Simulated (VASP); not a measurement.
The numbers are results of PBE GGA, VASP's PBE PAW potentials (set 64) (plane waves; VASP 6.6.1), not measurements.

VASP input:

File POSCAR:
```
Al3Sc
1.0
  4.1000000000   0.0000000000   0.0000000000
  0.0000000000   5.7982760000   0.0000000000
  0.0000000000   0.0000000000  23.2479000000
Sc Al
3 9
direct
 -0.0039340000   0.4540690000   0.4060640000
  0.0043960000   0.9576470000   0.5295970000
  0.0045680000   0.4550420000   0.6560630000
  0.5034010000   0.2076170000   0.3443820000
  0.0059430000   0.9674310000   0.4061650000
  0.5019610000   0.7101090000   0.3448170000
  0.5061720000   0.7083740000   0.4666320000
 -0.0029460000   0.4620890000   0.5318420000
  0.4916340000   0.2171270000   0.4692540000
  0.4983370000   0.2114300000   0.5929000000
 -0.0132550000   0.9576320000   0.6559040000
  0.5037220000   0.7152240000   0.5963830000
```

INCAR:
```
ALGO  =  Normal
EDIFF  =  1E-6
ENCUT  =  300
GGA  =  PE
ISIF  =  2
ISMEAR  =  0
LASPH  =  .True.
LCHARG  =  .False.
LMAXMIX  =  4
LORBIT  =  11
LREAL  =  .False.
LWAVE  =  .False.
NEDOS  =  601
NELM  =  100
PREC  =  Accurate
SIGMA  =  0.1
SYSTEM  =  Al3Sc
```

File KPOINTS:
```
Automatic mesh
0
gamma
 11 8 1
0 0 0
```

POTCAR, in this order: Sc_sv Al (PBE.64 set). Program: vasp_std.

The resulting files:

### OUTCAR
```
 ion  position               nearest neighbor table
   1  0.996  0.454  0.406-   5 2.82   9 2.86   4 2.86   7 2.86   9 2.88   6 2.89   4 2.90   7 2.92
                             6 2.92   8 2.92   5 2.98
   2  0.004  0.958  0.530-   9 2.87   5 2.87   8 2.87   7 2.90  10 2.90   7 2.91   8 2.93  12 2.93
                            12 2.93  11 2.94  10 2.94   9 2.94
   3  0.005  0.455  0.656-  10 2.87  11 2.89   8 2.89  12 2.90  12 2.90  10 2.91  11 2.92
   4  0.503  0.208  0.344-   5 2.86   1 2.86   5 2.87   6 2.88   1 2.90   9 2.90   6 2.91
   5  0.006  0.967  0.406-   1 2.82   4 2.86   9 2.87   2 2.87   4 2.87   6 2.90   7 2.90   7 2.90
                             6 2.92   9 2.95   1 2.98
   6  0.502  0.710  0.345-   7 2.83   4 2.88   1 2.89   5 2.90   4 2.91   5 2.92   1 2.92
   7  0.506  0.708  0.467-   6 2.83   9 2.85   1 2.86   8 2.90   2 2.90   5 2.90   5 2.90   2 2.91
                             1 2.92   8 2.95   9 2.95  12 3.02
   8  0.997  0.462  0.532-   9 2.87   2 2.87  10 2.88   3 2.89  10 2.89   7 2.90   9 2.90  12 2.91
                             1 2.92   2 2.93   7 2.95  12 2.95
   9  0.492  0.217  0.469-   7 2.85   1 2.86   5 2.87   2 2.87   8 2.87  10 2.87   1 2.88   8 2.90
                             4 2.90   2 2.94   5 2.95   7 2.95
  10  0.498  0.211  0.593-   3 2.87   9 2.87  12 2.88   8 2.88  11 2.88   8 2.89   2 2.90   3 2.91
                            12 2.92   2 2.94  11 2.95
  11  0.987  0.958  0.656-  12 2.80  10 2.88   3 2.89  12 2.90   3 2.92   2 2.94  10 2.95
  12  0.504  0.715  0.596-  11 2.80  10 2.88  11 2.90   3 2.90   3 2.90   8 2.91  10 2.92   2 2.93
                             2 2.93   8 2.95   7 3.02
  LATTYP: Found a simple orthorhombic cell.
 ALAT       =     4.1000000000
 B/A-ratio  =     1.4142136585
 C/A-ratio  =     5.6702195122
 Subroutine PRICEL returns:
 Original cell was already a primitive cell.
 Subroutine GETGRP returns: Found  1 space group operations
The static configuration has the point symmetry C_1 .
The dynamic configuration has the point symmetry C_1 .
 Subroutine INISYM returns: Found  1 space group operations
 Subroutine IBZKPT returns following result:
 Found     45 irreducible k-points:

 Following reciprocal coordinates:
            Coordinates               Weight
  0.000000  0.000000  0.000000      1.000000
  0.090909  0.000000  0.000000      2.000000
  0.181818  0.000000  0.000000      2.000000
  0.272727  0.000000  0.000000      2.000000
...
```

File OSZICAR:
```
       N       E                     dE             d eps       ncg     rms          rms(c)
DAV:   1     0.390632768781E+03    0.39063E+03   -0.20975E+04  4730   0.826E+02
DAV:   2    -0.370268165864E+02   -0.42766E+03   -0.42040E+03  4791   0.429E+02
DAV:   3    -0.588794096949E+02   -0.21853E+02   -0.21285E+02  5420   0.984E+01
DAV:   4    -0.596020844576E+02   -0.72267E+00   -0.70849E+00  5460   0.149E+01
DAV:   5    -0.596341348866E+02   -0.32050E-01   -0.31688E-01  5852   0.306E+00    0.143E+01
DAV:   6    -0.543124811156E+02    0.53217E+01   -0.35831E+01  4948   0.316E+01    0.612E+00
DAV:   7    -0.556855775556E+02   -0.13731E+01   -0.31965E+01  5164   0.298E+01    0.569E+00
DAV:   8    -0.536683428351E+02    0.20172E+01   -0.17147E+01  5420   0.163E+01    0.329E+00
DAV:   9    -0.533702966701E+02    0.29805E+00   -0.26337E+00  5044   0.866E+00    0.171E+00
DAV:  10    -0.533233752477E+02    0.46921E-01   -0.36620E-01  5260   0.290E+00    0.859E-01
DAV:  11    -0.533125245595E+02    0.10851E-01   -0.12650E-01  5276   0.227E+00    0.498E-01
DAV:  12    -0.533072555318E+02    0.52690E-02   -0.27989E-02  5332   0.916E-01    0.245E-01
DAV:  13    -0.533064713682E+02    0.78416E-03   -0.10827E-02  5316   0.535E-01    0.124E-01
DAV:  14    -0.533076975456E+02   -0.12262E-02   -0.20656E-03  5140   0.236E-01    0.928E-02
DAV:  15    -0.533090534469E+02   -0.13559E-02   -0.13660E-03  3796   0.150E-01    0.390E-02
DAV:  16    -0.533096273054E+02   -0.57386E-03   -0.56151E-04  4876   0.104E-01    0.286E-02
DAV:  17    -0.533101179246E+02   -0.49062E-03   -0.19127E-04  4412   0.798E-02    0.147E-02
DAV:  18    -0.533103324635E+02   -0.21454E-03   -0.11095E-04  3948   0.512E-02    0.106E-02
DAV:  19    -0.533104664391E+02   -0.13398E-03   -0.49530E-05  4740   0.315E-02    0.633E-03
DAV:  20    -0.533105198861E+02   -0.53447E-04   -0.97176E-06  3772   0.168E-02    0.478E-03
DAV:  21    -0.533105693734E+02   -0.49487E-04   -0.27051E-05  3094   0.158E-02    0.256E-03
DAV:  22    -0.533106131195E+02   -0.43746E-04   -0.26584E-06  3204   0.836E-03    0.152E-03
DAV:  23    -0.533106791247E+02   -0.66005E-04   -0.46873E-06  2931   0.620E-03    0.925E-04
DAV:  24    -0.533107146256E+02   -0.35501E-04   -0.36674E-06  2933   0.459E-03    0.942E-04
DAV:  25    -0.533107213095E+02   -0.66839E-05   -0.57038E-07  2900   0.330E-03    0.450E-04
DAV:  26    -0.533107243717E+02   -0.30622E-05   -0.22141E-07  2462   0.209E-03    0.235E-04
DAV:  27    -0.533107254546E+02   -0.10829E-05   -0.79894E-08  2320   0.188E-03    0.215E-04
DAV:  28    -0.533107255528E+02   -0.98225E-07   -0.30386E-08  2290   0.131E-03
   1 F= -.53310726E+02 E0= -.53292736E+02  d E =-.359799E-01
```

File OUTCAR:
```
------------------------ aborting loop because EDIFF is reached ----------------------------------------
  FORCE on cell =-STRESS in cart. coord.  units (eV):
  Direction    XX          YY          ZZ          XY          YZ          ZX
  --------------------------------------------------------------------------------------
  Total       -3.1684692     -4.5703740      0.6369394      0.0845943      0.1548236     -0.0431750
  in kB       -9.1853055    -13.2493889      1.8464699      0.2452366      0.4488294     -0.1251632
  external PRESSURE =      -6.8627415 kB  Pullay stress =       0.0000000 kB
  volume of cell :      552.67
      direct lattice vectors                 reciprocal lattice vectors
     4.100000000  0.000000000  0.000000000     0.243902439  0.000000000  0.000000000
     0.000000000  5.798276000  0.000000000     0.000000000  0.172465057  0.000000000
     0.000000000  0.000000000 23.247900000     0.000000000  0.000000000  0.043014638
 POSITION                                       TOTAL-FORCE (eV/Angst)
 -----------------------------------------------------------------------------------
      4.08387      2.63282      9.44014         0.174397      0.477015      0.208765
      0.01802      5.55270     12.31202        -0.170855      0.136586     -0.105059
      0.01873      2.63846     15.25209        -0.091794      0.112100     -0.143400
      2.06394      1.20382      8.00616        -0.046070     -0.435077      0.188985
      0.02437      5.60943      9.44248        -0.091940     -0.389139     -0.895652
      2.05804      4.11741      8.01627        -0.020520      0.408837      0.135443
      2.07531      4.10735     10.84821        -0.145459      0.133932      0.198242
      4.08792      2.67932     12.36421         0.052440     -0.046082     -0.200211
      2.01570      1.25896     10.90917         0.233963     -0.247901     -0.017905
      2.04318      1.22593     13.78368         0.086685     -0.057058      0.378344
      4.04565      5.55261     15.24839         0.099850      0.029721      0.129715
      2.06526      4.14707     13.86465        -0.080697     -0.122935      0.122734
 -----------------------------------------------------------------------------------
    total drift:                                0.001129      0.000663     -0.000172
  FREE ENERGIE OF THE ION-ELECTRON SYSTEM (eV)
  ---------------------------------------------------
  free  energy   TOTEN  =       -53.3107255528 eV

  energy  without entropy=      -53.2747456791  energy(sigma->0) =      -53.29273562

 total charge

# of ion       s       p       d       tot
------------------------------------------
    1        2.199   6.142   1.224   9.564
    2        2.192   6.143   1.239   9.574
    3        2.189   6.091   1.110   9.390
    4        0.458   0.312   0.000   0.770
    5        0.419   0.362   0.000   0.782
    6        0.457   0.311   0.000   0.768
    7        0.425   0.376   0.000   0.801
    8        0.422   0.380   0.000   0.802
    9        0.424   0.381   0.000   0.804
   10        0.427   0.375   0.000   0.802
   11        0.477   0.316   0.000   0.793
   12        0.428   0.371   0.000   0.800
--------------------------------------------------
tot         10.516  21.561   3.573  35.650
```
(Selected blocks of OUTCAR.)

At this cut-off the stress carries a Pulay error, which pulls relaxed volumes low. The cell holds a wide vacuum, so values per volume refer to the whole cell.

The cell is a sheet with vacuum, built from a generated structure.
